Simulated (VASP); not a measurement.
A convergence study with VASP on Tc (hcp): one setting is varied, all else stays as given below, so the limit is that of these other settings. Each run relaxes cell and ions; the cell shown is the tightest run's result. The basis is that of the starting cell, so low cut-offs carry a Pulay error.

```yaml
crystal:
  lattice:
    - [1.37349, -2.37895, 0.00000]
    - [1.37349, 2.37895, 0.00000]
    - [0.00000, 0.00000, 4.41345]
  atoms:
    - { symbol: Tc, position: [0.33333, 0.66667, 0.25000] }
    - { symbol: Tc, position: [0.66667, 0.33333, 0.75000] }
```

The numbers are results of PBE GGA, VASP's PBE PAW potentials (set 64) (plane waves; VASP), not measurements. The tightest run used: 700 eV cut-off, 13×13×7 Γ-centred mesh, first-order Methfessel-Paxton smearing of 0.10 eV, potentials Tc_pv.

The reference is ENCUT = 700, which took about 2 core-minutes. Costs are core time on shared hosts, one run each; read them as rough ratios.

### Question
Of the settings ENCUT = 250; ENCUT = 300; ENCUT = 350; ENCUT = 400; ENCUT = 450; ENCUT = 500; ENCUT = 550; ENCUT = 600; ENCUT = 650; ENCUT = 700, which is the lowest that keeps the difference from the reference in relaxed volume (Å³/atom) within 0.1 from there on, and what does it cost?

### Answer
ENCUT = 300; its cost over the reference is about 1/4.
```
setting      difference in relaxed volume (Å³/atom)  cost over the reference
-----------  --------------------------------------  -----------------------
ENCUT = 250                                   0.722                about 1/3
ENCUT = 300                                   0.067                about 1/4
ENCUT = 350                                   0.039                about 1/3
ENCUT = 400                                   0.055                about 1/3
ENCUT = 450                                   0.035                about 1/2
ENCUT = 500                                   0.010     within a factor of 2
ENCUT = 550                                   0.002     within a factor of 2
ENCUT = 600                                   0.003     within a factor of 2
ENCUT = 650                                   0.001     within a factor of 2
ENCUT = 700                                   0.000                reference
```

Left out are rungs that failed or repeat a setting and relaxations that didn't move; long series are thinned to 24 rows.

The compound is Tc in the hcp structure.
